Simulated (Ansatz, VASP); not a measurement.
# TiB2: VASP beside Ansatz, part 2 of 2

Aim: how closely do two programs agree when they are given the same cell, functional and k mesh? The structure shown is the end of the Ansatz relaxation below.

VASP 6.6.1 and Ansatz 0.2.0.

So far. Step 3 (VASP: single point, PBEsol, pair 1): The run ends at a pressure of 16.13 GPa.

## Step 6: VASP: single point, PBEsol, pair 2

Level of this step: PBEsol; plane waves and PAW (B, Ti_sv) (VASP).

The same cell, functional, mesh and smearing now go to VASP, with its own data sets.

INCAR

```
SYSTEM = TiB2
PREC = Accurate
ENCUT = 500
EDIFF = 1E-06
NELM = 120
ISMEAR = 1
SIGMA = 0.2
LREAL = .FALSE.
ALGO = Normal
GGA = PS
NBANDS = 15
LASPH = .TRUE.
LORBIT = 11
LWAVE = .FALSE.
LCHARG = .FALSE.
ISIF = 2
GGA_COMPAT = .FALSE.
KPAR = 2
```

POSCAR

```
TiB2
1.0
    3.0317167845      0.0000000000      0.0000000000
   -1.5158583922      2.6255437524      0.0000000000
    0.0000000000      0.0000000000      3.0885839453
B Ti
2 1
Direct
    0.3333333333      0.6666666667      0.5000000000
    0.6666666667      0.3333333333      0.5000000000
    0.0000000000      0.0000000000      0.0000000000
```

KPOINTS

```
Automatic mesh
0
Gamma
15 15 16
0 0 0
```

The projector-augmented-wave data sets are B and Ti_sv (PBE family, release 64).

Started as:

```sh
> mpirun -np 2 vasp_std
```

Numbers of over 12 decimals in the logs are rounded to 6 here.

Log:

```text
[banner, memory and clock lines left out]
running    2 mpi-ranks, on    1 nodes
[...]
[... a notice as in an earlier step ...]

 LDA part: xc-table for (Slater+PW92), standard interpolation
 POSCAR, INCAR and KPOINTS ok, starting setup
[...]
entering main loop
       N       E                     dE             d eps       ncg     rms          rms(c)
DAV:   1     0.120046979257E+03    0.12005E+03   -0.88420E+03  7305   0.134E+03
DAV:   2    -0.232017298612E+02   -0.14325E+03   -0.13876E+03  7710   0.355E+02
DAV:   3    -0.304375682344E+02   -0.72358E+01   -0.71340E+01 10415   0.777E+01
DAV:   4    -0.306203754001E+02   -0.18281E+00   -0.18266E+00  9117   0.111E+01
[...]
DAV:  11    -0.257577505268E+02    0.13121E-03   -0.23768E-04  9691   0.169E-01    0.668E-02
DAV:  12    -0.257577307024E+02    0.19824E-04   -0.78128E-05  9384   0.107E-01    0.169E-02
DAV:  13    -0.257577307255E+02   -0.23114E-07   -0.55373E-06  8491   0.238E-02
   1 F= -.25757731E+02 E0= -.25757858E+02  d E =0.381383E-03
```

From OUTCAR (step 6):

```text
  Total        0.0756081      0.0756081      2.2246806      0.0000000     -0.0000000      0.0000000
  in kB        4.9273303      4.9273303    144.9809541      0.0000000     -0.0000000      0.0000000
  external PRESSURE =      51.6118716 kB  Pullay stress =       0.0000000 kB

 POSITION                                       TOTAL-FORCE (eV/Angst)
 -----------------------------------------------------------------------------------
     -0.00000      1.75036      1.54429         0.000000      0.000000     -0.000000
      1.51586      0.87518      1.54429        -0.000000      0.000000      0.000000
      0.00000      0.00000      0.00000         0.000000      0.000000      0.000000
 -----------------------------------------------------------------------------------
    total drift:                               -0.000000      0.000000      0.000000

  FREE ENERGIE OF THE ION-ELECTRON SYSTEM (eV)
  ---------------------------------------------------
  free  energy   TOTEN  =       -25.7577307255 eV

  energy  without entropy=      -25.7581121086  energy(sigma->0) =      -25.75785785

[... 1 part as in an earlier step ...]

[... 2 further parts left out ...]
[key lines of the parts left out:]
E-fermi :  10.3718
```

The run ends at a pressure of 5.16 GPa.

## Step 7: Side by side

The two programs side by side:

| quantity | Ansatz | VASP | difference |
| --- | --- | --- | --- |
| pressure (GPa) | 4.73 | 5.16 | -0.43 |

## Step 8: Ansatz: relaxation, PBEsol

This run makes the geometry at which the two programs are then compared. The cell compared in this pair holds 24.42 Å³, against 24.58 Å³ for the pair before.

The structure compared here is the end of the Ansatz relaxation.

input.yaml

```yaml
crystal:
  lattice:
    - [3.0317167845, 0.0, 0.0]
    - [-1.5158583922, 2.6255437524, 0.0]
    - [0.0, 0.0, 3.0567428737]
  atoms:
    - { symbol: B, position: [0.3333333332, 0.6666666668, 0.5] }
    - { symbol: B, position: [0.6666666668, 0.3333333332, 0.5] }
    - { symbol: Ti, position: [0.0, 0.0, 0.0] }
kpoints:
  mp_grid: { grid: [15, 15, 16] }
hamiltonian:
  xc: pbesol
  pseudopotentials: { kind: paw, azcp: { folder: soft_1 }, xc_functional: pbe }
scf:
  occupations: { method: methfessel_paxton, width: 0.2 }
output:
  forces: true
  stress: true
  eigenvalues: true
relax:
  adjacent_minimum: "off"
  f_tol: 0.001
  max_steps: 60
  cell: { stress_tol: 0.01, fix: [c, angles] }
```

Started as:

```sh
> ansatz run input.yaml --threads 4 --pin off --max-ram 10240MiB --backend cpu --events-out ev --progress --plain --runs-dir out
```

Log:

```text
[...]
Crystal: 3 atoms, lattice volume = 24.331 Å³
Basis set: ecut = 420 eV, 467 PW (Γ), exchange–correlation on 48×48×48 points (8 copies of the dense FFT grid, shifted against one another)
Bands: 13, of which v1, the nominal top of the filled ones, is band 9 counted from 1 (8 counted from 0)
Symmetry: 8 space group operations
k-points: 576 of 3600
[...]
--- Relaxed structure (3 steps of the walk, 3 accepted, 1 SCFs on fresh bases) ---
[...]
cell:  # Å, volume = 24.4154 Å³
    - [3.036949, -2.8917255211125842e-11, 0.0]
    - [-1.518475, 2.630075, 0.0]
    - [0.0, 0.0, 3.0567428737]
  atoms:
    - { symbol: B, position: [0.333333, 0.666667, 0.5] }
    - { symbol: B, position: [0.666667, 0.333333, 0.5] }
    - { symbol: Ti, position: [0, 0, 0.0] }
[key lines of the parts left out:]
SCF converged after 4 iterations
Free energy (F): -2782.569721 eV
Fermi energy:    15.794678 eV
P = ⅓ Tr σ = 6.4302 GPa (64.302 kbar)
```

## Step 9: VASP: single point, PBEsol, pair 3

The same cell, functional, mesh and smearing now go to VASP, with its own data sets.

INCAR is that of step 6.

POSCAR

```
TiB2
1.0
    3.0369493169      0.0000000000      0.0000000000
   -1.5184746584      2.6300752585      0.0000000000
    0.0000000000      0.0000000000      3.0567428737
B Ti
2 1
Direct
    0.3333333333      0.6666666667      0.5000000000
    0.6666666667      0.3333333333      0.5000000000
    0.0000000000      0.0000000000      0.0000000000
```

KPOINTS is that of step 6.

Started as:

```sh
> mpirun -np 2 vasp_std
```

Log:

```text
[... set-up lines as in an earlier step ...]
 entering main loop
       N       E                     dE             d eps       ncg     rms          rms(c)
DAV:   1     0.118629248070E+03    0.11863E+03   -0.89113E+03  7290   0.134E+03
DAV:   2    -0.232080719257E+02   -0.14184E+03   -0.13734E+03  7682   0.353E+02
DAV:   3    -0.303344343404E+02   -0.71264E+01   -0.70403E+01 10396   0.770E+01
DAV:   4    -0.305307152506E+02   -0.19628E+00   -0.19616E+00  8789   0.112E+01
[...]
DAV:  11    -0.257309331038E+02    0.13923E-03   -0.24003E-04  9492   0.171E-01    0.701E-02
DAV:  12    -0.257309117602E+02    0.21344E-04   -0.83136E-05  9254   0.111E-01    0.177E-02
DAV:  13    -0.257309118437E+02   -0.83502E-07   -0.62014E-06  8463   0.255E-02
   1 F= -.25730912E+02 E0= -.25730986E+02  d E =0.223962E-03
```

OUTCAR, selected parts (step 9):

```text
  Total        0.0761533      0.0761533      2.9855393      0.0000000     -0.0000000     -0.0000000
  in kB        4.9972937      4.9972937    195.9154763      0.0000000     -0.0000000     -0.0000000
  external PRESSURE =      68.6366879 kB  Pullay stress =       0.0000000 kB

 POSITION                                       TOTAL-FORCE (eV/Angst)
 -----------------------------------------------------------------------------------
     -0.00000      1.75338      1.52837        -0.000000      0.000000     -0.000000
      1.51847      0.87669      1.52837         0.000000     -0.000000      0.000000
      0.00000      0.00000      0.00000        -0.000000      0.000000      0.000000
 -----------------------------------------------------------------------------------
    total drift:                               -0.000000      0.000000     -0.000000

  FREE ENERGIE OF THE ION-ELECTRON SYSTEM (eV)
  ---------------------------------------------------
  free  energy   TOTEN  =       -25.7309118437 eV

  energy  without entropy=      -25.7311358058  energy(sigma->0) =      -25.73098650

[... 1 part as in an earlier step ...]

[... 2 further parts left out ...]
[key lines of the parts left out:]
E-fermi :  10.4297
```

The run ends at a pressure of 6.86 GPa.

## Step 10: Side by side

Both answers:

| quantity | Ansatz | VASP | difference |
| --- | --- | --- | --- |
| pressure (GPa) | 6.43 | 6.86 | -0.43 |

## Step 11: Results

```json
{"difference in pressure (single point, PBEsol, pair 1)": "-0.49 GPa", "difference in pressure (single point, PBEsol, pair 2)": "-0.43 GPa", "difference in pressure (single point, PBEsol, pair 3)": "-0.43 GPa"}
```

What this shows: The difference in pressure is -0.49 GPa (single point, PBEsol, pair 1), within the 1 GPa picked in this series as the mark of a large difference. 5 further runs of this series are not shown here. How closely two codes agree says nothing of how well the functional describes the real material.

[Lines on the potential files, build, host, timing and source positions are cut from VASP's logs without a mark.]

[Logs are printed without paths, hosts, clocks, repeated set-up lines and the standing remarks that a program may print on its own settings, such as how far it seeks lower states.]

[Hosts, paths, dates, database ids (printed as entryN), source tags and the programs' standing remarks are cut or masked in the printed files.]
